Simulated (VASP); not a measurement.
A run of VASP 6.6.1:

The input INCAR:

```
PREC = Accurate
ENCUT = 520
EDIFF = 1E-6
ISMEAR = 0
SIGMA = 0.1
LREAL = False
LASPH = True
NELM = 100
ALGO = Fast
ISIF = 2
LWAVE = False
LCHARG = False
GGA = CA
NBANDS = 36
```

Contents of KPOINTS:

```
Automatic mesh
0
Gamma
  8 8 8
```

POSCAR

```
LuNi2B2C
1.0
   -1.7330080000      1.7330080000      5.2731900000
    1.7330080000     -1.7330080000      5.2731900000
    1.7330080000      1.7330080000     -5.2731900000
Lu Ni B C
1 2 2 1
Direct
    0.0000000000      0.0000000000      0.0000000000
    0.7500000000      0.2500000000      0.5000000000
    0.2500000000      0.7500000000      0.5000000000
    0.3590180000      0.3590180000      0.0000000000
    0.6409820000      0.6409820000      0.0000000000
    0.5000000000      0.5000000000      0.0000000000
```

Potentials or basis: VASP PAW PBE potentials, release 64 (Lu, Ni, B, C).

The run is started by

```console
$ cat potpaw_PBE.64/Lu/POTCAR potpaw_PBE.64/Ni/POTCAR potpaw_PBE.64/B/POTCAR potpaw_PBE.64/C/POTCAR > POTCAR
$ mpirun -np 1 vasp_std > vasp.out
```

Hardware: 1 thread of Intel(R) Xeon(R) Platinum 8488C (Sapphire Rapids), on a shared host.

Problem. Estimate the wall time of this run.

Solution. Run time: 10 min on 1 thread of Intel(R) Xeon(R) Platinum 8488C (Sapphire Rapids) (shared host), peak memory 0.37 GiB. Counts: scf iterations 32, k points 59.
